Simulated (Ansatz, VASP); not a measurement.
# SnTe: VASP beside Ansatz, part 2 of 2

One calculation is typed for both programs; each brings its own data sets. How far apart do they land? The cell is taken from a series of runs on this material, whose earlier steps may have relaxed, scaled, displaced or heated it; both programs get it as it stands.

VASP 6.6.1 and Ansatz 0.2.0.

So far: Starting point; Ansatz: zone-centre phonons, LDA; VASP: zone-centre phonons, LDA.

### 3. VASP: zone-centre phonons, LDA (continued)

Level of this step: LDA; plane waves and PAW (Sn_d, Te) (VASP).

Numbers of over 12 decimals in the logs are rounded to 6 here.

OUTCAR, selected parts (step 3):

```text
ion  position               nearest neighbor table
   1  0.000  0.000  0.000-   2 3.12   2 3.12   2 3.12   2 3.12   2 3.21   2 3.21
   2  0.500  0.500  0.500-   1 3.12   1 3.12   1 3.12   1 3.12   1 3.21   1 3.21

  LATTYP: Found a body centered tetragonal cell.
 ALAT       =     4.4061568421
 C/A-ratio  =     1.4576787436

 Subroutine GETGRP returns: Found 16 space group operations
 (whereof 16 operations were pure point group operations)

The static configuration has the point symmetry D_4h.

 Found    163 irreducible k-points:

   k-points           NKPTS =    163   k-points in BZ     NKDIM =    163   number of bands    NBANDS=     16

   dimension x,y,z NGX =    36 NGY =   36 NGZ =   32
   dimension x,y,z NGXF=    72 NGYF=   72 NGZF=   64

   ENCUT  =  500.0 eV  36.75 Ry    6.06 a.u.   8.16  8.16  8.03*2*pi/ulx,y,z

   NELECT =      20.0000    total number of electrons

 k-points in reciprocal lattice and weights: Automatic mesh
   0.00000000  0.00000000  0.00000000       0.001
   0.08333333  0.00000000  0.00000000       0.005
   0.16666667 -0.00000000  0.00000000       0.005
   0.25000000  0.00000000  0.00000000       0.005
   0.33333333  0.00000000  0.00000000       0.005
   0.41666667  0.00000000  0.00000000       0.005
   0.50000000  0.00000000  0.00000000       0.002
   0.08333333  0.08333333  0.00000000       0.001
   0.16666667  0.08333333  0.00000000       0.005
[...]
-0.33333333  0.16666667  0.50000000       0.002
  -0.25000000  0.25000000  0.50000000       0.001

 average (electrostatic) potential at core
       1-100.3854       2 -88.6797

  Total        0.0248718      0.0248718     -1.4033083      0.0000000      0.0000000      0.0000000
  in kB        0.6391549      0.6391549    -36.0621805      0.0000000      0.0000000      0.0000000
  external PRESSURE =     -11.5946236 kB  Pullay stress =       0.0000000 kB

  energy-cutoff  :      500.00
  volume of cell :       62.35
      direct lattice vectors                 reciprocal lattice vectors
     0.000000000  3.115623382  3.211380585    -0.160481528  0.160481528  0.155696277
     3.115623382  0.000000000  3.211380585     0.160481528 -0.160481528  0.155696277
     3.115623382  3.115623382  0.000000000     0.160481528  0.160481528 -0.155696277

 POSITION                                       TOTAL-FORCE (eV/Angst)
 -----------------------------------------------------------------------------------
      0.00000      0.00000      0.00000        -0.000000     -0.000000      0.000000
      3.11562      3.11562      3.21138         0.000000      0.000000     -0.000000
 -----------------------------------------------------------------------------------
    total drift:                               -0.000000      0.000000      0.000000

 Eigenvectors and eigenvalues of the dynamical matrix
 ----------------------------------------------------

   1 f  =    0.823679 THz     5.175327 2PiTHz   27.474971 cm-1     3.406461 meV
             X         Y         Z           dx          dy          dz
      0.000000  0.000000  0.000000     0.000000    0.710673    0.000000
      3.115623  3.115623  3.211381     0.000000   -0.703523    0.000000

   2 f  =    0.823679 THz     5.175327 2PiTHz   27.474971 cm-1     3.406461 meV
             X         Y         Z           dx          dy          dz
      0.000000  0.000000  0.000000     0.710673    0.000000    0.000000
      3.115623  3.115623  3.211381    -0.703523    0.000000    0.000000

   3 f  =    0.001476 THz     0.009272 2PiTHz    0.049222 cm-1     0.006103 meV
             X         Y         Z           dx          dy          dz
      0.000000  0.000000  0.000000     0.000000    0.000000   -0.693406
      3.115623  3.115623  3.211381     0.000000    0.000000   -0.720547

   4 f/i=    0.010704 THz     0.067255 2PiTHz    0.357044 cm-1     0.044268 meV
             X         Y         Z           dx          dy          dz
      0.000000  0.000000  0.000000    -0.703523    0.000000    0.000000
      3.115623  3.115623  3.211381    -0.710673    0.000000    0.000000

   5 f/i=    0.010704 THz     0.067255 2PiTHz    0.357044 cm-1     0.044268 meV
             X         Y         Z           dx          dy          dz
      0.000000  0.000000  0.000000     0.000000    0.703523    0.000000
      3.115623  3.115623  3.211381     0.000000    0.710673    0.000000

   6 f/i=    1.290885 THz     8.110872 2PiTHz   43.059299 cm-1     5.338670 meV
             X         Y         Z           dx          dy          dz
      0.000000  0.000000  0.000000     0.000000    0.000000   -0.720547
      3.115623  3.115623  3.211381     0.000000    0.000000    0.693406

 ELASTIC MODULI CONTR FROM IONIC RELAXATION (kBar)
 Direction    XX          YY          ZZ          XY          YZ          ZX
 --------------------------------------------------------------------------------
 XX           0.0000      0.0000      0.0000      0.0000      0.0000      0.0000
 YY           0.0000      0.0000      0.0000      0.0000      0.0000      0.0000
 ZZ           0.0000      0.0000      0.0000      0.0000      0.0000      0.0000
 XY           0.0000      0.0000      0.0000      0.0000      0.0000      0.0000
 YZ           0.0000      0.0000      0.0000      0.0000      0.0000      0.0000
 ZX           0.0000      0.0000      0.0000      0.0000      0.0000      0.0000
 --------------------------------------------------------------------------------
```

### 4. Differences

Known differences besides the potentials themselves: the two LDA forms differ slightly; the data sets hold 30 valence electrons in Ansatz (on its PAW soft_1 files) and 20 in VASP; the cutoff is 420 eV in Ansatz and 500 eV in VASP; VASP's log shows a relativistic correction to its local exchange, Ansatz's none. Total energies have different zeros and are not compared.

The two programs side by side:

```tsv
quantity	Ansatz	VASP	difference
optical mode 1 (imaginary, printed as negative) (cm⁻¹)	-46.0	-43.1	-3.0
optical mode 2 to 3 (cm⁻¹)	21.2	27.5	-6.2
```

Modes are paired by rising frequency, not by their patterns, so a pair may set unlike modes beside each other; they are those without the splitting of longitudinal modes.

### 5. Outcome

- r.m.s. difference of the optical zone-centre modes, each program's sorted by frequency (zone-centre phonons, LDA): 5.4 cm⁻¹

In words: The r.m.s. difference of the optical zone-centre modes, each program's sorted by frequency is 5.4 cm⁻¹ (zone-centre phonons, LDA). The data sets hold unlike numbers of valence electrons (30 in Ansatz and 20 in VASP), so part of the differences comes from the potentials. Such differences can come from data sets, numerical settings and the points named under the comparisons, not from the functional's error against experiment.

[Lines on the potential files, build, host, timing and source positions are cut from VASP's logs without a mark.]

[Logs are printed without paths, hosts, clocks, repeated set-up lines and the standing remarks that a program may print on its own settings, such as how far it seeks lower states.]

[Hosts, paths, dates, database ids (printed as entryN), source tags and the programs' standing remarks are cut or masked in the printed files.]
